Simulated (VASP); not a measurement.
Given:

```
GeS2
1.0
    1.70766     0.98592     5.25776
   -1.70766     0.98592     5.25776
    0.00000    -1.97183     5.25776
Ge S
1 2
Direct
  0.00072   0.00072   0.00072
  0.76269   0.76269   0.76269
  0.56988   0.56988   0.56988
```

Calculation: PBEsol GGA, VASP's PBE PAW potentials (set 64) (plane waves; VASP 6.6.1). Settings: 400 eV cut-off, 12×12×12 Γ-centred mesh, tetrahedra with Blöchl corrections, potentials Ge_d S.

The cores are frozen, which limits the accuracy of field gradients. Without a dispersion term in the relaxation, distances and binding between the weakly bound layers, chains or molecules are unreliable, and so is what depends on them.

Problem. Give the principal components of the electric field gradient (V/Å²) and the asymmetry η at each nucleus.

Solution. 
```tsv
atom	Vxx	Vyy	Vzz	η
Ge1	7.8	7.8	-15.6	0.00
S2	-8.4	-8.3	16.7	0.00
S3	-6.2	-6.2	12.4	0.00
```

The structure was generated: GeS2 was put into the 3R-MoS2 type (R3m), which need not be its known phase. It was relaxed first, which changed the volume by +18 %.
